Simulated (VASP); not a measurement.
Data:

```
CELL_PARAMETERS angstrom
      2.98283     0.00000     0.00000
      0.00000     2.98283     0.00000
      0.00000     0.00000     2.98283
ATOMIC_POSITIONS crystal
  Al 0.50000 0.50000 0.50000
  Ru 0.00000 0.00000 0.00000
```

Calculation: MS2 meta-GGA, VASP's PBE PAW potentials (set 64) (plane waves; VASP). Numerical set-up: 520 eV cut-off, 14×14×14 Γ-centred mesh, tetrahedra with Blöchl corrections, potentials Al Ru_pv.

Task: Give the energies of bands 4 to 11 at the high-symmetry points, in eV from the Fermi level.

Result: 
| band | Γ | X | M | R |
|---|---|---|---|---|
| 4 | -9.77 | -5.86 | -6.13 | -4.71 |
| 5 | -3.48 | -5.51 | -2.98 | -4.71 |
| 6 | -3.48 | -2.63 | -1.33 | -4.71 |
| 7 | 0.15 | -1.65 | -1.33 | 2.01 |
| 8 | 0.15 | -1.65 | -1.22 | 2.01 |
| 9 | 0.15 | 0.41 | -1.22 | 2.79 |
| 10 | 6.30 | 2.65 | 1.91 | 4.18 |
| 11 | 6.30 | 7.55 | 5.59 | 4.18 |

It has no gap at this level: it comes out as a metal or semimetal.

The compound is RuAl in the CsCl type structure. It was relaxed first. The electron count is odd and the run is not spin-polarised, which forces a metal.
